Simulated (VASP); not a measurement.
Runs of VASP 6.6.1 on FAlSeH2. The cell holds a molecule in a box, 5 atoms: a = 12.000 Å, b = 13.000 Å, c = 13.000 Å, α = 90.00°, β = 90.00°, γ = 90.00°. 

```tsv
task	level	potentials or basis	cell	cutoff (eV)	grid for exact exchange (PRECFOCK)	exchange at q = 0	gap on the mesh (eV)	largest force (eV/Å)
atomic charges	PBE+TS	VASP PAW PBE potentials, release 64 (F, Al, Se, H)	as given	520	-	-	4.67	0.59
single point	B3LYP+D3(BJ)	VASP PAW PBE potentials, release 64 (F_s, Al, Se, H_s)	as given	400	Normal	truncated	6.06	0.56
relaxation of the atoms	PBE	VASP PAW PBE potentials, release 64 (F, Al, Se, H)	atoms relaxed from: atoms moved at random, drawn with an rms of 0.02 Å	520	-	-	4.63	-
single point	r2SCAN0	VASP PAW PBE potentials, release 64 (F_s, Al, Se, H_s)	as given	400	Normal	truncated	6.88	(c)
electron localisation function	PBE	VASP PAW PBE potentials, release 64 (F, Al, Se, H)	as given	520	-	-	4.67	0.58
single point	BLYP+D3(BJ)	VASP PAW PBE potentials, release 64 (F, Al, Se, H)	as given	520	-	-	4.60	(a)
single point	PBE	VASP PAW PBE potentials, release 64 (F, Al, Se, H)	as given	520	-	-	4.67	0.58
single point	PBE	VASP PAW PBE potentials, release 64 (F, Al, Se, H)	atoms moved at random, drawn with an rms of 0.05 Å	520	-	-	4.75	1.74
single point	PBE0+D4	VASP PAW PBE potentials, release 64 (F_h, Al, Se, H_h)	as given	900	Normal	truncated	6.51	0.09
single point	PBE0+TS	VASP PAW PBE potentials, release 64 (F, Al, Se, H)	as given	520	Fast	truncated	6.51	(b)
```

Alike in all rows: no spin polarisation; k mesh 1 × 1 × 1; smearing gaussian 0.01 eV.

Question: Estimate the missing entries.

Answer: (a) 0.76; (b) 0.17; (c) 0.30.

Caveats: the PAW data sets were made with another functional, which shifts forces and pressure a little (some runs).

A k mesh can miss the band edges, and the runs leave out spin-orbit coupling on Se.
